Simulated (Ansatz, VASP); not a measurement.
**Two plane-wave programs on HfMg6Mn**

The input INCAR:

```
SYSTEM = HfMg6Mn
PREC     = Accurate       ! precision mode
ENCUT    = 520            ! plane-wave cutoff, eV
EDIFF    = 1E-7           ! SCF threshold, eV
ISMEAR   = -1             ! smearing method
SIGMA    = 0.05           ! smearing width, eV
LREAL    = .FALSE.        ! projectors in reciprocal space
LASPH    = .TRUE.         ! aspherical terms in the spheres
NELM     = 120            ! most SCF steps
ALGO     = Normal         ! electronic algorithm
ISIF     = 2              ! what is computed and relaxed
LWAVE    = .FALSE.        ! write WAVECAR
LCHARG   = .FALSE.        ! write CHGCAR
ISPIN    = 2              ! spin polarisation
MAGMOM   = 0 4 0 0 0 0 0 0 ! initial moments
LORBIT   = 11             ! projections on sites
LMAXMIX  = 4              ! l up to which the mixer works
GGA      = PE             ! functional
NBANDS   = 32             ! bands
```

KPOINTS

```
Automatic mesh
0
G
  6 5 5
  0 0 0
```

The input POSCAR:

```
HfMg6Mn
1.0
    4.9407196758      0.0000000000      0.0000000000
    0.0000000000      3.1060028207      5.5961649405
    0.0000000000     -3.1060028207      5.5961649405
Hf Mn Mg
1 1 6
Direct
    0.5000000000      0.6872160000      0.6872160000
    0.0000000000      0.8109820000      0.8109820000
    0.5000000000      0.1665020000      0.1665020000
    0.5000000000      0.1656770000      0.6804830000
    0.5000000000      0.6804830000      0.1656770000
    0.0000000000      0.3288610000      0.3288610000
    0.0000000000      0.3365040000      0.8237760000
    0.0000000000      0.8237760000      0.3365040000
```

The input input.yaml:

```yaml
crystal:
  lattice:
    - [4.9407196758, 0.0, 0.0]
    - [0.0, 3.1060028207, 5.5961649405]
    - [0.0, -3.1060028207, 5.5961649405]
  atoms:
    - { symbol: Hf, position: [0.5, 0.687216, 0.687216] }
    - { symbol: Mn, position: [0.0, 0.810982, 0.810982], spin: 4.0 }
    - { symbol: Mg, position: [0.5, 0.166502, 0.166502] }
    - { symbol: Mg, position: [0.5, 0.165677, 0.680483] }
    - { symbol: Mg, position: [0.5, 0.680483, 0.165677] }
    - { symbol: Mg, position: [0.0, 0.328861, 0.328861] }
    - { symbol: Mg, position: [0.0, 0.336504, 0.823776] }
    - { symbol: Mg, position: [0.0, 0.823776, 0.336504] }
hamiltonian:
  xc: pbe
  pseudopotentials: { kind: paw }
magnetization:
  spin_polarized: true
kpoints:
  mp_grid: { grid: [6, 5, 5] }
scf:
  occupations: { method: fermi_dirac, width: 0.05 }
output:
  forces: true
  stress: true
  eigenvalues: true
```

Change from the starting cell: volume scaled by 1.02.

Alike in both runs: task single point; functional PBE; k mesh 6 × 5 × 5; occupations fermi-dirac, width 0.05 eV; collinear spin, ferromagnetic start.

|  | VASP | Ansatz |
| --- | --- | --- |
| version | VASP 6.6.1 | Ansatz 0.2.0 |
| potentials or method | VASP PAW PBE potentials, release 64 (Hf_pv, Mn_pv, Mg) | Ansatz PAW |
| plane-wave cutoff (eV) | 520 | 420 |
| valence electrons in the cell | 35 | 101 |

Ansatz gave:

* gap on the k mesh at the Fermi level (eV): none
* pressure (GPa): -0.7
* largest component of the traceless stress (GPa): 0.26
* rms of the force components (eV/Å): 0.023
* net moment per atom (μB): 0.35
* size of the moment on the site where the two differ most (μB): 0.31

**Question.** What did VASP give for the same quantities?

**Answer.** gap on the k mesh at the Fermi level (eV): none; pressure (GPa): -0.9; largest component of the traceless stress (GPa): 0.27; rms of the force components (eV/Å): 0.024; net moment per atom (μB): 0.35; size of the moment on the site where the two differ most (μB): 0.38.

Site moments also hang on the region over which each program counts them. Atom by atom the forces differ by 0.002 eV/Å (rms over components). A gap of «none» marks a metal or a gap that the smearing closes. The two sets of potentials don't hold the same shells in valence.

Spin-orbit coupling is left out, which matters for the levels of Hf.
